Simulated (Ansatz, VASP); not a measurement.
**Cross-check of CaO (Lime) between VASP and Ansatz**

Aim: how closely do two programs agree when they are given the same cell, functional and k mesh? The cell is taken from a series of runs on this material, whose earlier steps may have relaxed, scaled, displaced or heated it; both programs get it as it stands.

Main program and level: Ansatz 0.2.0; plane waves, with VASP 6.6.1 beside it; relaxation of cell and atoms at r2SCAN.

### Step 1. The starting structure

Symmetry: Fm-3m, No. 225, cubic system. The conventional cell has a = 4.795 Å, b = 4.795 Å, c = 4.795 Å, α = 90.00°, β = 90.00°, γ = 90.00°. Ca has 6 O at 2.40 Å nearest. Nearest to O lie 6 Ca at 2.40 Å. Farther neighbours and most contacts between anions are not listed.

### Step 2. Ansatz: relaxation of cell and atoms, r2SCAN, pair 1

Ansatz runs on its PAW soft_1 files.

The relaxed volume is the usual yardstick between codes: in a stiff, nearly cubic crystal its relative difference is about their pressure difference at one cell divided by the bulk modulus.

Contents of input.yaml:

```yaml
crystal:
  lattice:
    - [0.0, 2.3977190601, 2.3977190601]
    - [2.3977190601, 0.0, 2.3977190601]
    - [2.3977190601, 2.3977190601, 0.0]
  atoms:
    - { symbol: Ca, position: [0.0, 0.0, 0.0] }
    - { symbol: O, position: [0.5, 0.5, 0.5] }
kpoints:
  mp_grid: { grid: [9, 9, 9] }
hamiltonian:
  xc: r2scan
  pseudopotentials: { kind: paw, azcp: { folder: soft_1 } }
scf:
  occupations: { method: fixed }
  lower_state_search: "off"
output:
  forces: true
  stress: true
  eigenvalues: true
relax:
  adjacent_minimum: "off"
  f_tol: 0.001
  max_steps: 60
  cell: { stress_tol: 0.01 }
```

The run is started by

```bash
> ansatz run input.yaml --threads 18 --pin off --max-ram 92160MiB --backend cuda --events-out ev --progress --plain --runs-dir out --max-vram 78GiB
```

Numbers of over 12 decimals in the logs are rounded to 6 here.

Log:

```text
Engine: ansatz 0.2.0, aarch64-unknown-linux-gnu
Pseudopotentials: kind: paw
Pseudopotential: Ca, paw, valence charge 10, recommended cutoff 500 eV (meta_gga), soft_1/Ca.paw.azcp
Pseudopotential: O, paw, valence charge 6, recommended cutoff 500 eV (meta_gga), soft_1/O.paw.azcp
Functional definition: r2SCAN
  parameter k0 = 0.174
  parameter k1 = 0.065
  parameter a1 = 4.9479
  exchange = r2scan_x(k0 = k0, k1 = k1, a1 = a1)
  correlation = r2scan_c
device memory: the entry about to start is reckoned to put 1.2 GiB on a device that reports 113.1 GiB free (of which the cap on the GPU budget leaves the run 78.0 GiB)
GPU FFT provider: cuFFT
GPU libraries: cuBLAS 13.8.1, cuFFT 12.4.0, cuSOLVER 12.3.2
GPU matrix products: emulated (plane waves: as basis.precision tells), large ones in fixed point in workspaces of 1.00 GiB
Crystal: 2 atoms, lattice volume = 27.569 Å³
Basis set: ecut = 500 eV, 725 PW (Γ), exchange–correlation on 100×100×100 points (64 copies of the dense FFT grid, shifted against one another)
Bands: 12, of which v1, the nominal top of the filled ones, is band 8 counted from 1 (7 counted from 0)
Symmetry: 48 space group operations
Space group: Fm-3m (ITA 225), of the structure as read, at distance tolerance 3.0e-5 Å
k-points: 35 of 729
Non-local potential: Ca, projectors of the file, l = 0: 3, l = 1: 2, l = 2: 2
Non-local potential: O, projectors of the file, l = 0: 2, l = 1: 2, l = 2: 1
PAW form: soft (Blöchl's): semilocal exchange-correlation on the pseudo side does not see the compensation charge
PAW frozen core: Ca, regenerated for the run's functional (the file was generated under x = pbe(κ = 0.804, μ = 0.219515), c = pbe(β = 0.066725))
PAW frozen core: O, regenerated for the run's functional (the file was generated under x = pbe(κ = 0.804, μ = 0.219515), c = pbe(β = 0.066725))
PAW one-centre angular grid: Ca, 302 points (default); XC on 160 Gauss nodes
PAW one-centre angular grid: O, 302 points (default); XC on 160 Gauss nodes
Initial density: superposition of atomic densities (chi_scale 0.1, normalization cell, long waves kept (reshape's long-wave potential 0.00 eV rms))
Initial wavefunctions: pseudopotential atomic-orbital guess
GPU buffer pool allocated for 15625 grid points (all kernels)
GPU transforms: local potential and band sums: pruned to the plane-wave sphere, on 25×25×25
Functional: x = r2scan, c = r2scan; τ floored in thin density (d = 2e-4 eV/Å³)
SCF iter   1: F=-2393.050764 eV  HF=-2394.228958 eV  |F-HF|=1.18e0  |Δ(HF+E_count)|=         —  Δρ=8.74e-2  dr2=1.79e0  dr2_τ=4.30e-2  ethr=3.10e-3  ⟨swp⟩=4.0  Hψ=2623  notcnv=0  defer=13
preconditioner: auto → none  [insulator: Δε(μ)=2.734 eV  Ē_g=18.758 eV  n_scr=8 (ndim 8)  ℏωp=26.5 eV  f_vac=0.000  ε∞_Penn≈3.0]
SCF iter   2: F=-2393.552281 eV  HF=-2394.261647 eV  |F-HF|=7.09e-1  |Δ(HF+E_count)|=   3.27e-2  Δρ=6.08e-2  dr2=1.06e0  dr2_τ=1.24e-1  ethr=3.10e-3  ⟨swp⟩=2.8  Hψ=1297  notcnv=0  defer=53
SCF iter   3: F=-2394.088880 eV  HF=-2394.056266 eV  |F-HF|=3.26e-2  |Δ(HF+E_count)|=   2.05e-1  Δρ=1.76e-2  dr2=6.07e-2  dr2_τ=7.86e-3  ethr=3.10e-3  ⟨swp⟩=2.5  Hψ=828  notcnv=0  defer=37
SCF iter   4: F=-2394.093603 eV  HF=-2394.091779 eV  |F-HF|=1.82e-3  |Δ(HF+E_count)|=   3.55e-2  Δρ=4.52e-3  dr2=2.90e-3  dr2_τ=5.33e-4  ethr=3.79e-4  ⟨swp⟩=3.0  Hψ=1054  notcnv=0  defer=59
SCF iter   5: F=-2394.093878 eV  HF=-2394.093880 eV  |F-HF|=2.21e-6  |Δ(HF+E_count)|=   2.10e-3  Δρ=4.13e-4  dr2=2.28e-5  dr2_τ=5.76e-6  ethr=1.82e-5  ⟨swp⟩=2.2  Hψ=769  notcnv=0  defer=66
SCF iter   6: F=-2394.093840 eV  HF=-2394.093840 eV  |F-HF|=3.47e-8  |Δ(HF+E_count)|=   3.96e-5  Δρ=4.13e-5  dr2=1.70e-7  dr2_τ=6.33e-8  ethr=1.42e-7  ⟨swp⟩=2.0  Hψ=733  notcnv=0  defer=50
SCF iter   7: F=-2394.093841 eV  HF=-2394.093841 eV  |F-HF|=6.78e-8  |Δ(HF+E_count)|=   1.46e-7  Δρ=1.78e-5  dr2=8.33e-8  dr2_τ=6.55e-9  ethr=6.25e-10  ⟨swp⟩=6.4  Hψ=2640  notcnv=0
SCF 1 converged in 7 iterations: F = -2394.093841 eV  dr2 = 8.33e-8
  greatest PAW one-centre occupation: 0.995 electrons in one spin orbital (limit 2), on the Ca atom at site 0 (counted from 0), in its partial waves of l = 0
relax step   1: F+E_penalty+E_count = -2394.09384054 eV  Δ(F+E_penalty+E_count) = +0.000e0 eV  max|allowed force component| = 9.909e-26 eV/Å  Δτ_max = 0.0000 Å  P = -0.002 GPa  Ω = 27.569 Å³  (7 SCF iters, dr2 threshold 1.00e-7 eV, accepted)
device memory: the entry about to start is reckoned to put 1.2 GiB on a device that reports 113.1 GiB free (of which the cap on the GPU budget leaves the run 78.0 GiB)
GPU FFT provider: cuFFT
GPU libraries: cuBLAS 13.8.1, cuFFT 12.4.0, cuSOLVER 12.3.2
GPU matrix products: emulated (plane waves: as basis.precision tells), large ones in fixed point in workspaces of 1.00 GiB
Initial density: handed on by an earlier stage of this run
Initial wavefunctions: pseudopotential atomic-orbital guess (no wavefunctions were taken with the density)
GPU buffer pool allocated for 15625 grid points (all kernels)
GPU transforms: local potential and band sums: pruned to the plane-wave sphere, on 25×25×25
iter 1 solved again at ethr=2.02e-7 eV; its pass at ethr=3.10e-3 eV (dr2=3.23e-5 eV) is discarded
SCF iter   1: F=-2394.093886 eV  HF=-2394.093886 eV  |F-HF|=6.74e-8  |Δ(HF+E_count)|=         —  Δρ=1.77e-5  dr2=8.24e-8  dr2_τ=6.34e-9  ethr=2.02e-7  ⟨swp⟩=2.0  Hψ=3802  notcnv=0  defer=57
preconditioner: auto → none  [insulator: Δε(μ)=4.256 eV  Ē_g=19.169 eV  n_scr=8 (ndim 8)  ℏωp=26.5 eV  f_vac=0.000  ε∞_Penn≈2.9]
SCF iter   2: F=-2394.093841 eV  HF=-2394.093841 eV  |F-HF|=3.64e-8  |Δ(HF+E_count)|=   4.51e-5  Δρ=1.41e-5  dr2=4.22e-8  dr2_τ=7.06e-9  ethr=5.15e-10  ⟨swp⟩=2.2  Hψ=664  notcnv=0  defer=5
SCF iter   3: F=-2394.093841 eV  HF=-2394.093841 eV  |F-HF|=8.64e-12  |Δ(HF+E_count)|=   1.04e-8  Δρ=1.54e-6  dr2=2.50e-10  dr2_τ=6.19e-11  ethr=2.64e-10  ⟨swp⟩=2.0  Hψ=525  notcnv=0  defer=5
SCF iter   4: F=-2394.093841 eV  HF=-2394.093841 eV  |F-HF|=5.46e-12  |Δ(HF+E_count)|=  4.59e-11  Δρ=3.29e-7  dr2=1.16e-11  dr2_τ=9.91e-12  ethr=1.56e-12  ⟨swp⟩=2.0  Hψ=700  notcnv=0  defer=5
SCF iter   5: F=-2394.093841 eV  HF=-2394.093841 eV  |F-HF|=1.36e-12  |Δ(HF+E_count)|=  1.36e-12  Δρ=1.15e-7  dr2=7.12e-13  dr2_τ=3.67e-13  ethr=1.00e-12  ⟨swp⟩=7.0  Hψ=2578  notcnv=0
SCF 2 converged in 5 iterations: F = -2394.093841 eV  dr2 = 7.12e-13
relax step   2: F+E_penalty+E_count = -2394.09384059 eV  Δ(F+E_penalty+E_count) = -4.735e-8 eV  max|allowed force component| = 7.100e-29 eV/Å  Δτ_max = 0.0000 Å  P = -0.003 GPa  Ω = 27.569 Å³  stress off target by 2.85e-3 GPa  SCF on the basis re-selected at this cell (its energy is not comparable with the rows above)  (5 SCF iters)
basis re-selected at this cell: Δ(F+E_penalty+E_count) = -4.735e-8 eV, ΔP = -0.001 GPa vs the last step (what re-selecting the basis moved, of the pressure what is left beyond the Pulay correction that the steps carried, after the strain that the cell walked since its last selection, with what the two solves' SCF thresholds leave and, on support functions, any second-order correction that the steps lacked; it is no m [...]
SCF converged after 5 iterations
Free energy (F): -2394.093841 eV
Harris-Foulkes:  -2394.093841 eV  (|F-HF|=1.36e-12)
Internal energy: -2394.093841 eV  (E = F + TS)
E sigma→0 (E₀):  -2394.093841 eV
Fermi energy:    7.436188 eV
--- Per-component energies (eV) ---
  E_band       = -112.838373
  E_kinetic    = 426.725415
  E_local      = -887.951535  (includes V_loc(G=0)·N_el)
  E_nonlocal   = 141.305459
  E_hartree    = 294.576447
  E_xc         = -200.183065
  E_vxc        = -285.046346  (∫ρ·V_xc dr)
  E_paw        = -1035.801965  (= ΣΔE_a)
  E_vpaw       = -114.530775  (= ΣTr[D̂ρ^β])
  E_aug_tail   = 0.000267  (compensation charges beyond the density's cutoff)
  E_vtau       = 17.506265  (kinetic-family band-sum trace: ∫τ·v_τ [+ j·A + Jᵃ·Aᵃ] dr)
  E_ewald      = -1132.512256
  E_core_change = -0.252607  (= ΣΔE_core)
  E_smearing   = -0.000000  (= −TS)
  E_closure    = -0.000000  (closes the sum)
  Σ components = -2394.093841   (vs F -2394.093841, Δ=0.00e0)
--- Forces (eV/Å), atoms counted from 1 ---
  atom   1  Ca    -0.00000000     0.00000000     0.00000000
  atom   2  O      0.00000000    -0.00000000     0.00000000
  max |Σ_I F_I| component: 1.10e-28 eV/Å
--- Stress (GPa, compression-positive) ---
       -0.002848       0.000000       0.000000
       -0.000000      -0.002848      -0.000000
        0.000000       0.000000      -0.002848
  P = ⅓ Tr σ = -0.0028 GPa (-0.028 kbar)
--- Band table (eV; the first three rows and the last of 35) ---
  k-point 0: bands = [... 4 lower, -9.0444, 7.4362, 7.4362, 7.4362, 12.9264, 14.3045, 14.3045, 14.3045]
  k-point 1: bands = [... 4 lower, -8.8372, 7.0176, 7.2689, 7.2689, 13.4778, 14.2634, 14.5203, 14.5203]
  k-point 2: bands = [... 4 lower, -8.4076, 6.1509, 6.8833, 6.8833, 14.2718, 14.7577, 15.1051, 15.1051]
  k-point 34: bands = [... 4 lower, -8.3514, 6.0292, 6.3725, 6.4700, 13.9568, 14.9148, 16.6513, 17.5900]
--- Relaxed structure (1 steps of the walk, 1 accepted, 1 SCFs on fresh bases) ---
  F+E_penalty+E_count = -2394.09384059 eV   max|allowed force component| = 7.100e-29 eV/Å   (the final SCF, on the basis selected at the relaxed cell)
  cell:  # Å, volume = 27.5692 Å³
    - [0.0, 2.3977190601, 2.3977190601]
    - [2.3977190601, 0.0, 2.3977190601]
    - [2.3977190601, 2.3977190601, 0.0]
  atoms:
    - { symbol: Ca, position: [0.0, 0.0, 0.0] }
    - { symbol: O, position: [0.5, 0.5, 0.5] }
```

(Continued in part 2 of 2.)

[Lines on the potential files, build, host, timing and source positions are cut from VASP's logs without a mark.]

[Logs are printed without paths, hosts, clocks, repeated set-up lines and the standing remarks that a program may print on its own settings, such as how far it seeks lower states.]

[Hosts, paths, dates, database ids (printed as entryN), source tags and the programs' standing remarks are cut or masked in the printed files.]
